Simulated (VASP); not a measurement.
Computed with PBEsol GGA, VASP's PBE PAW potentials (set 64) (plane waves; VASP).

VASP ran on this input.

### INCAR
```
! general
SYSTEM  = InSb
PREC    = Accurate
ENCUT   = 480
LREAL   = F
LASPH   = T

! electronic loop
EDIFF   = 1E-7
NELM    = 100
ALGO    = Normal
LMAXMIX = 4

! smearing
ISMEAR  = 1
SIGMA   = 0.1

! functional
GGA     = PS

! ions
IBRION  = 2
NSW     = 30
ISIF    = 2
EDIFFG  = -0.01

! output
LWAVE   = F
LCHARG  = F
```

**KPOINTS**
```
Automatic mesh
0
Gamma
10 10 10
0 0 0
```

File POSCAR:
```
InSb
1
   -0.0162960024     3.2592004851     3.2592004851
    3.2592004851    -0.0162960024     3.2592004851
    3.2429044827     3.2429044827     0.0000000000
In Sb
1 1
Direct
  1.0000000000   1.0000000000   1.0000000000
  0.2500000000   0.2500000000   0.2500000000
```

POTCAR, in this order: In_d Sb (PBE.64 set). Program: vasp_std.

Output of the run:

**OUTCAR**
```
 ion  position               nearest neighbor table
   1  0.000  0.000  0.000-   2 2.81   2 2.81   2 2.83   2 2.83
   2  0.250  0.250  0.250-   1 2.81   1 2.81   1 2.83   1 2.83
  LATTYP: Found a body centered orthorhombic cell.
 ALAT       =     4.5861595009
 B/A-ratio  =     1.0100502512
 C/A-ratio  =     1.4213201632
 Subroutine PRICEL returns:
 Original cell was already a primitive cell.
 Subroutine GETGRP returns: Found  4 space group operations
The static configuration has the point symmetry C_2v.
The dynamic configuration has the point symmetry C_2v.
 Subroutine INISYM returns: Found  4 space group operations
 Subroutine IBZKPT returns following result:
 Found    171 irreducible k-points:

 Following reciprocal coordinates:
            Coordinates               Weight
  0.000000  0.000000  0.000000      1.000000
  0.100000 -0.000000  0.000000      4.000000
  0.200000 -0.000000  0.000000      4.000000
  0.300000 -0.000000  0.000000      4.000000
  0.400000  0.000000  0.000000      4.000000
  0.500000  0.000000  0.000000      2.000000
  0.100000  0.100000  0.000000      2.000000
...
```

OSZICAR:
```
       N       E                     dE             d eps       ncg     rms          rms(c)
DAV:   1     0.108443511486E+03    0.10844E+03   -0.77585E+03  4451   0.129E+03
DAV:   2    -0.299730240841E+00   -0.10874E+03   -0.10626E+03  4661   0.301E+02
DAV:   3    -0.763116379029E+01   -0.73314E+01   -0.72700E+01  5701   0.857E+01
DAV:   4    -0.783169966617E+01   -0.20054E+00   -0.20043E+00  5462   0.167E+01
DAV:   5    -0.784003265971E+01   -0.83330E-02   -0.83328E-02  6331   0.281E+00    0.394E+00
DAV:   6    -0.772133064856E+01    0.11870E+00   -0.20502E-01  5989   0.835E+00    0.224E+00
DAV:   7    -0.769899813679E+01    0.22333E-01   -0.74826E-02  5804   0.325E+00    0.618E-01
DAV:   8    -0.769821458633E+01    0.78355E-03   -0.78278E-03  5917   0.122E+00    0.266E-01
DAV:   9    -0.769858515962E+01   -0.37057E-03   -0.71891E-04  4931   0.282E-01    0.706E-02
DAV:  10    -0.769859387306E+01   -0.87134E-05   -0.36050E-05  5934   0.502E-02    0.355E-02
DAV:  11    -0.769861618506E+01   -0.22312E-04   -0.37088E-05  4741   0.548E-02    0.216E-02
DAV:  12    -0.769861664549E+01   -0.46043E-06   -0.10453E-06  4981   0.912E-03    0.568E-03
DAV:  13    -0.769861662459E+01    0.20899E-07   -0.63419E-07  4991   0.778E-03
   1 F= -.76986166E+01 E0= -.76987024E+01  d E =-.769862E+01
       N       E                     dE             d eps       ncg     rms          rms(c)
DAV:   1    -0.769882864870E+01   -0.21200E-03   -0.70748E-02  5011   0.185E+00    0.566E-02
DAV:   2    -0.769896838863E+01   -0.13974E-03   -0.14406E-03  6409   0.389E-01    0.168E-02
DAV:   3    -0.769896925935E+01   -0.87072E-06   -0.13912E-05  5847   0.390E-02    0.147E-02
DAV:   4    -0.769896925167E+01    0.76818E-08   -0.11072E-06  6443   0.146E-02    0.481E-03
DAV:   5    -0.769896926543E+01   -0.13766E-07   -0.76295E-08  2718   0.449E-03
   2 F= -.76989693E+01 E0= -.76990490E+01  d E =-.352641E-03
       N       E                     dE             d eps       ncg     rms          rms(c)
DAV:   1    -0.769897853865E+01   -0.92870E-05   -0.24128E-02  4996   0.108E+00    0.330E-02
DAV:   2    -0.769902571737E+01   -0.47179E-04   -0.48568E-04  6350   0.224E-01    0.951E-03
DAV:   3    -0.769902609761E+01   -0.38024E-06   -0.49247E-06  5986   0.218E-02    0.856E-03
DAV:   4    -0.769902609163E+01    0.59804E-08   -0.26551E-07  4290   0.847E-03
   3 F= -.76990261E+01 E0= -.76991011E+01  d E =-.409467E-03
```

OUTCAR:
```
------------------------ aborting loop because EDIFF is reached ----------------------------------------
  FORCE on cell =-STRESS in cart. coord.  units (eV):
  Direction    XX          YY          ZZ          XY          YZ          ZX
  --------------------------------------------------------------------------------------
  Total        0.0182938      0.0182938      0.0181546      0.1167956      0.0000000      0.0000000
  in kB        0.4233127      0.4233127      0.4200926      2.7026191      0.0000000      0.0000000
  external PRESSURE =       0.4222394 kB  Pullay stress =       0.0000000 kB
  volume of cell :       69.24
      direct lattice vectors                 reciprocal lattice vectors
    -0.016296002  3.259200485  3.259200485    -0.152648614  0.152648614  0.153411857
     3.259200485 -0.016296002  3.259200485     0.152648614 -0.152648614  0.153411857
     3.242904483  3.242904483  0.000000000     0.154182771  0.154182771 -0.153411857
  FREE ENERGIE OF THE ION-ELECTRON SYSTEM (eV)
  ---------------------------------------------------
  free  energy   TOTEN  =        -7.6990260916 eV

  energy  without entropy=       -7.6992510480  energy(sigma->0) =       -7.69910108

 reached required accuracy - stopping structural energy minimisation
```
(Selected blocks of OUTCAR.)

**CONTCAR**
```
InSb
   1.00000000000000
    -0.0162960024000000    3.2592004851000000    3.2592004851000000
     3.2592004851000000   -0.0162960024000000    3.2592004851000000
     3.2429044827000002    3.2429044827000002    0.0000000000000000
  In              Sb
     1     1
Direct
     0.9991440044795282    0.9991440044795282    0.0008559955204718
     0.2508559955204718    0.2508559955204718    0.2491440044795282
```

The compound is InSb in the zinc blende structure. This cell was strained or had an atom moved on purpose. Symmetry was kept, so distortions that lower it aren't found.
